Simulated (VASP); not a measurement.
```
CELL_PARAMETERS angstrom
      1.61692    -2.80059     0.00000
      1.61692     2.80059     0.00000
      0.00000     0.00000     5.15474
ATOMIC_POSITIONS crystal
  Zr 0.33333 0.66667 0.25000
  Zr 0.66667 0.33333 0.75000
```

Computed with SCAN meta-GGA, VASP's PBE PAW potentials (set 64) (plane waves; VASP). Numerical set-up: 520 eV cut-off, 15×15×8 Γ-centred mesh, tetrahedra with Blöchl corrections, potentials Zr_sv.

**Question.** Give the energies of bands 9 to 15 at the high-symmetry points, in eV from the Fermi level.

**Answer.** 
```json
[
 {"band": "9", "Γ": "-6.01", "M": "-2.70", "K": "-2.18", "A": "-4.22", "L": "-3.01", "H": "-1.50"},
 {"band": "10", "Γ": "-3.22", "M": "-2.67", "K": "-1.51", "A": "-4.22", "L": "-3.01", "H": "-1.50"},
 {"band": "11", "Γ": "0.94", "M": "-2.24", "K": "-1.51", "A": "-0.02", "L": "-1.12", "H": "-1.38"},
 {"band": "12", "Γ": "0.94", "M": "-0.38", "K": "-1.25", "A": "-0.02", "L": "-1.12", "H": "-1.38"},
 {"band": "13", "Γ": "1.03", "M": "0.64", "K": "0.30", "A": "0.85", "L": "1.55", "H": "-0.14"},
 {"band": "14", "Γ": "1.04", "M": "0.82", "K": "0.30", "A": "0.85", "L": "1.55", "H": "-0.14"},
 {"band": "15", "Γ": "1.67", "M": "1.51", "K": "1.91", "A": "0.85", "L": "2.37", "H": "2.19"}
]
```

It has no gap at this level: it comes out as a metal or semimetal.

The compound is Zr in the hcp structure. It was relaxed first.
